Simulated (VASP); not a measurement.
The system is HWCl6.

```
CELL_PARAMETERS angstrom
4.47504 0.00000 0.00000
0.00000 4.47504 0.00000
0.00000 0.00000 8.93880
ATOMIC_POSITIONS crystal
H 0.00000 0.00000 0.00000
W 0.00000 0.00000 0.50000
Cl 0.50000 0.50000 0.00000
Cl 0.50000 0.50000 0.50000
Cl 0.50000 0.00000 0.25063
Cl 0.50000 0.00000 0.74937
Cl 0.00000 0.50000 0.25063
Cl 0.00000 0.50000 0.74937
```

The cell was built by a generator and needn't be a form met in nature.

| Property | Result |
| --- | --- |
| Program | VASP 6.6.1 |
| Task | relaxation of cell and atoms |
| Functional | PBE |
| Potentials or basis | VASP PAW PBE potentials, release 64 (H, W_sv, Cl) |
| Cutoff | 520 eV |
| k mesh | 3 × 3 × 2 |
| Occupations | gaussian, width 0.15 eV |
| Spin | no spin polarisation |

At the start: pressure -8.0 GPa; volume 22.38 Å³/atom.

**Question.** Where does the relaxation end?

**Answer.** Over 19 steps the energy falls by 461.2 meV/atom and the volume is 21.72 Å³/atom (-2.9 %); space group P4/mmm (No. 123, to 0.05 Å).

Step by step:
| step | energy change (eV) | largest force (eV/Å) | pressure (GPa) | volume (Å³) |
| --- | --- | --- | --- | --- |
| 1 | 0.0000 | 1.7406 | -8.03 | 179.01 |
| 2 | -1.7605 | 1.7707 | -3.44 | 151.45 |
| 3 | -2.1805 | 1.4017 | 4.23 | 134.96 |
| 4 | -2.7455 | 0.6271 | 5.09 | 136.05 |
| 5 | -2.8249 | 0.0924 | 6.39 | 136.68 |
| 6 | -3.0667 | 0.2671 | -1.58 | 155.30 |
| 7 | -3.0825 | 0.1991 | -0.21 | 151.13 |
| 8 | -3.1571 | 0.2139 | -0.14 | 152.11 |
| 9 | -3.3619 | 0.2672 | 0.15 | 154.68 |
| 10 | -3.5214 | 0.2776 | 2.16 | 158.17 |
| 11 | -3.5600 | 0.3217 | 1.22 | 162.09 |
| 12 | -3.5846 | 0.3998 | 0.26 | 166.95 |
| 13 | -3.5876 | 0.4565 | 0.23 | 168.61 |
| 14 | -3.5866 | 0.5115 | -0.58 | 171.96 |
| 15 | -3.5884 | 0.4557 | -0.55 | 170.31 |
| 16 | -3.5884 | 0.4451 | -0.30 | 169.34 |
| 17 | -3.5883 | 0.4451 | -0.14 | 169.05 |
| 18 | -3.6301 | 0.3612 | -0.03 | 170.22 |
| 19 | -3.6897 | 0.0008 | 0.23 | 173.76 |

Final structure:
```
CELL_PARAMETERS angstrom
4.21445 0.00000 0.00000
0.00000 4.21445 0.00000
0.00000 0.00000 9.78305
ATOMIC_POSITIONS crystal
H 0.00000 0.00000 0.00000
W 0.00000 0.00000 0.50000
Cl 0.50000 0.50000 0.00000
Cl 0.50000 0.50000 0.50000
Cl 0.50000 0.00000 0.32834
Cl 0.50000 0.00000 0.67166
Cl 0.00000 0.50000 0.32834
Cl 0.00000 0.50000 0.67166
```

Caveat: the k mesh is coarse (spacing up to 0.47 Å⁻¹), so the values aren't converged; this functional lacks dispersion, which binds the layers, so the pressure and a relaxed spacing across them are unreliable; an odd number of electrons without spin polarisation forces a metal; a magnetic or distorted state may lie lower; the relaxation stopped at a loose force limit of 0.08 eV/Å, so its end isn't a converged minimum.
